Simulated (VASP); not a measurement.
Here is the system:

```yaml
crystal:
  lattice:
    - [2.90690, 0.00000, 0.00000]
    - [0.00000, 2.90690, 0.00000]
    - [0.00000, 0.00000, 2.90690]
  atoms:
    - { symbol: Al, position: [0.50000, 0.50000, 0.50000] }
    - { symbol: Co, position: [0.00000, 0.00000, 0.00000] }
```

Calculation: PBE GGA, VASP's PBE PAW potentials (set 64) (plane waves; VASP 6.6.1). Run with 300 eV cut-off, 15×15×15 Γ-centred mesh, Fermi-Dirac smearing of 0.050 eV, potentials Al Co.

At this cut-off the stress carries a Pulay error, which pulls relaxed volumes low.

Task: Give the stress tensor in GPa (positive for a compressed cell).

Result: 
```
-9.08   0.00   0.00
 0.00  -9.08   0.00
 0.00   0.00  -9.08
```
The pressure is its mean diagonal, -9.08 GPa.

The structure is a typed CoAl crystal. The cell was not relaxed at this level. The run is not spin-polarised, so no magnetic state was tried.
